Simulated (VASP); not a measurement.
Consider the following.

```
CaO
1.0
    0.00000     2.41955     2.41955
    2.41955     0.00000     2.41955
    2.41955     2.41955     0.00000
Ca O
1 1
Direct
  0.00000   0.00000   0.00000
  0.50000   0.50000   0.50000
```

Calculation: modified Becke-Johnson potential (mBJ), VASP's PBE PAW potentials (set 64) (plane waves; VASP 6.6.1). Settings: 520 eV cut-off, 8×8×8 Γ-centred mesh, Gaussian smearing of 0.050 eV, potentials Ca_sv O.

mBJ is a potential without an energy functional, so only the levels count.

Q: Give the energies of bands 6 to 11 at the high-symmetry points, in eV from the valence-band maximum.

A: 
```
band     Γ      X      U      L      W
----  ----  -----  -----  -----  -----
6     0.00  -1.01  -1.04  -2.02  -1.09
7     0.00  -0.31  -0.92  -1.05  -0.79
8     0.00  -0.31  -0.68  -1.05  -0.79
9     6.85   5.25   6.48   8.05   7.48
10    7.20   8.37   8.77   8.92   7.48
11    7.20   8.89   8.88   8.92   8.56
```

The gap is indirect, 5.25 eV, from the valence maximum at Γ to the conduction minimum at X.

The compound is CaO in the rock salt structure. It was relaxed first. The cell's shape comes from a PBE relaxation.
